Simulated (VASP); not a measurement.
All values below come from vdW-DF-cx, VASP's PBE PAW potentials (set 64) (plane waves; VASP 6.6.1).

VASP ran on this input.

KPOINTS:
```
Automatic
0
G
10 10 10
```

### POSCAR
```
ZnS
1
    0.0000000000     2.6908150869     2.6908150869
    2.6908150869     0.0000000000     2.6908150869
    2.6908150869     2.6908150869    -0.0000000000
Zn S
1 1
Direct
  0.0000000000   0.0000000000   0.0000000000
  0.2500000000   0.2500000000   0.2500000000
```

### INCAR
```
SYSTEM = ZnS
PREC = Accurate; ENCUT = 520; LREAL = .FALSE.
LASPH = .TRUE.
EDIFF = 1E-7; NELM = 100; ALGO = Normal
LMAXMIX = 4
ISMEAR = -5
GGA = CX; LUSE_VDW = .TRUE.; AGGAC = 0.0
ISIF = 2
LWAVE = .FALSE.; LCHARG = .TRUE.; LORBIT = 11
NEDOS = 601
```

POTCAR, in this order: Zn S (PBE.64 set). Program: vasp_std.

Problem. Estimate the energy per atom (σ→0), band gap (on the k-mesh).

Solution. 
```
Item                               Value
------------------------  --------------
energy per atom (σ→0)     -1.235 eV/atom
band gap (on the k-mesh)         2.09 eV
```

**OSZICAR**
```
...
DAV:   8    -0.247020510089E+01    0.94035E-03   -0.47029E-03  1427   0.754E-01    0.729E-01
DAV:   9    -0.247031539377E+01   -0.11029E-03   -0.95207E-04  1357   0.323E-01    0.106E-01
DAV:  10    -0.247043209316E+01   -0.11670E-03   -0.13953E-04  1325   0.122E-01    0.616E-02
DAV:  11    -0.247043729250E+01   -0.51993E-05   -0.17046E-05  1452   0.642E-02    0.491E-03
DAV:  12    -0.247043796080E+01   -0.66830E-06   -0.37305E-06  1694   0.306E-02    0.425E-03
DAV:  13    -0.247043770345E+01    0.25735E-06   -0.69639E-07  1722   0.167E-02    0.149E-03
DAV:  14    -0.247043770004E+01    0.34120E-08   -0.83023E-08   811   0.277E-03
   1 F= -.24704377E+01 E0= -.24704377E+01  d E =0.000000E+00
```

The compound is ZnS in the zinc blende structure. It was relaxed first.
